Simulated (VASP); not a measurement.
Given:

```
Ag
1.0
    0.00000     2.05057     2.05057
    2.05057     0.00000     2.05057
    2.05057     2.05057     0.00000
Ag
1
Direct
  0.00000   0.00000   0.00000
```

Method: r2SCAN meta-GGA, VASP's PBE PAW potentials (set 64) (plane waves; VASP). Settings: 480 eV cut-off, 14×14×14 Γ-centred mesh, first-order Methfessel-Paxton smearing of 0.10 eV, potentials Ag.

Each row applies one change to this cell, which was relaxed at other settings and keeps the small stress of the first row; at a fixed cut-off the stress holds a Pulay part, so it need not integrate to ΔE exactly. Stress is in GPa, positive when the cell is compressed.

```json
[
 {"change": "none", "ΔE (meV/atom)": "0.0", "σxx": "0.43", "σyy": "0.43", "σzz": "0.43", "largest shear component, with its sign (GPa)": "0.00", "largest force (eV/Å)": "0.000"},
 {"change": "isotropic strain of +3.0 %", "ΔE (meV/atom)": "35.3", "σxx": "-6.79", "σyy": "-6.79", "σzz": "-6.79", "largest shear component, with its sign (GPa)": "0.00", "largest force (eV/Å)": "0.000"},
 {"change": "biaxial strain of -4.0 % in the xy plane", "ΔE (meV/atom)": "48.4", "σxx": "12.11", "σyy": "12.11", "σzz": "9.88", "largest shear component, with its sign (GPa)": "0.00", "largest force (eV/Å)": "0.000"},
 {"change": "uniaxial strain of +2.0 % along x", "ΔE (meV/atom)": "1.2", "σxx": "-1.84", "σyy": "-1.28", "σzz": "-1.28", "largest shear component, with its sign (GPa)": "0.00", "largest force (eV/Å)": "0.000"},
 {"change": "biaxial strain of +1.5 % in the xz plane", "ΔE (meV/atom)": "3.3", "σxx": "-2.48", "σyy": "-2.20", "σzz": "-2.48", "largest shear component, with its sign (GPa)": "0.00", "largest force (eV/Å)": "0.000"},
 {"change": "isotropic strain of +4.0 %", "ΔE (meV/atom)": "61.8", "σxx": "-8.47", "σyy": "-8.47", "σzz": "-8.47", "largest shear component, with its sign (GPa)": "0.00", "largest force (eV/Å)": "0.000"},
 {"change": "uniaxial strain of +1.0 % along x", "ΔE (meV/atom)": "0.0", "σxx": "-0.66", "σyy": "-0.49", "σzz": "-0.49", "largest shear component, with its sign (GPa)": "0.00", "largest force (eV/Å)": "0.000"}
]
```

Failed runs are left out, and for metals the shear rows, which the mesh's noise covers.

The compound is Ag in the fcc structure.
